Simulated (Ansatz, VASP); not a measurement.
Two plane-wave programs on CsMo4Pb

The input INCAR:

```
ALGO = Normal
EDIFF = 1E-6
ENCUT = 520
GGA = PE
ISIF = 2
ISMEAR = 0
LASPH = T
LCHARG = F
LREAL = F
LWAVE = F
NBANDS = 48
NELM = 80
PREC = Accurate
SIGMA = 0.1
```

The input KPOINTS:

```
k-points
0
Gamma
  4 4 4
```

Contents of POSCAR:

```
CsMo4Pb
1.0
    0.0000000000      3.9968064574      3.9968064574
    3.9968064574      0.0000000000      3.9968064574
    3.9968064574      3.9968064574      0.0000000000
Cs Mo Pb
1 4 1
Direct
    0.0000000000      0.0000000000      0.0000000000
    0.3750000000      0.8750000000      0.3750000000
    0.3750000000      0.3750000000      0.8750000000
    0.3750000000      0.3750000000      0.3750000000
    0.8750000000      0.3750000000      0.3750000000
    0.7500000000      0.7500000000      0.7500000000
```

Input for Ansatz:

```yaml
crystal:
  lattice:
    - [0.0, 3.9968064574, 3.9968064574]
    - [3.9968064574, 0.0, 3.9968064574]
    - [3.9968064574, 3.9968064574, 0.0]
  atoms:
    - { symbol: Cs, position: [0.0, 0.0, 0.0] }
    - { symbol: Mo, position: [0.375, 0.875, 0.375] }
    - { symbol: Mo, position: [0.375, 0.375, 0.875] }
    - { symbol: Mo, position: [0.375, 0.375, 0.375] }
    - { symbol: Mo, position: [0.875, 0.375, 0.375] }
    - { symbol: Pb, position: [0.75, 0.75, 0.75] }
basis:
  ecutwfc: 420
kpoints:
  mp_grid: { grid: [4, 4, 4] }
hamiltonian:
  xc: pbe
scf:
  occupations: { method: gaussian, width: 0.1 }
  lower_state_search: "off"
output:
  forces: true
  stress: true
  eigenvalues: true
```

Alike in both runs: task single point; functional PBE; k mesh 4 × 4 × 4; occupations gaussian, width 0.1 eV; no spin polarisation.

```csv
,VASP,Ansatz
version,VASP 6.6.1,Ansatz 0.2.0
potentials or method,"VASP PAW PBE potentials, release 64 (Cs_sv, Mo_sv, Pb_d)","scalar-relativistic, plane waves, PAW"
plane-wave cutoff (eV),520,420
valence electrons in the cell,79,79
```

```csv
,VASP,Ansatz,Ansatz less VASP
gap on the k mesh at the Fermi level (eV),none,none,-
pressure (GPa),-2.8,-3.2,-0.39
rms of the force components (eV/Å),0.109,0.115,+0.0055
```

A gap of «none» marks a metal or a gap that the smearing closes.

The runs have no spin-orbit coupling, so splittings on Cs, Pb are missing.
